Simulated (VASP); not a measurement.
The system is RuF2.

```
CELL_PARAMETERS angstrom
0.00000 2.40874 2.40874
2.40874 0.00000 2.40874
2.40874 2.40874 0.00000
ATOMIC_POSITIONS crystal
Ru 0.00000 0.00000 0.00000
F 0.25000 0.25000 0.25000
F 0.75000 0.75000 0.75000
```

The cell comes from a database or a generator and needn't be the stable form of this composition.

Base run:

```yaml
Program: VASP 6.6.1
Functional: PBE
Potentials_or_basis: VASP PAW PBE potentials, release 64 (Ru_pv, F)
Cutoff: 520 eV
k_mesh: 7 × 7 × 7
Occupations: gaussian, width 0.05 eV
Spin: no spin polarisation
Hubbard_terms: Ru d U = 4 eV
```

Its results: band gap on the k mesh none (metal or under the smearing width); pressure 64.7 GPa.

Problem. The run is repeated on the same cell with these changes: hubbard terms from Ru d U = 4 eV to Ru d U = 3 eV. What comes out?

Solution. Band gap on the k mesh none (metal or under the smearing width); pressure 64.3 GPa.

Caveats: a pressure of tens of GPa on the cell as given is suspect, and the run, the potentials or the cell itself is likely at fault; U without spin polarisation on a metal has little footing.
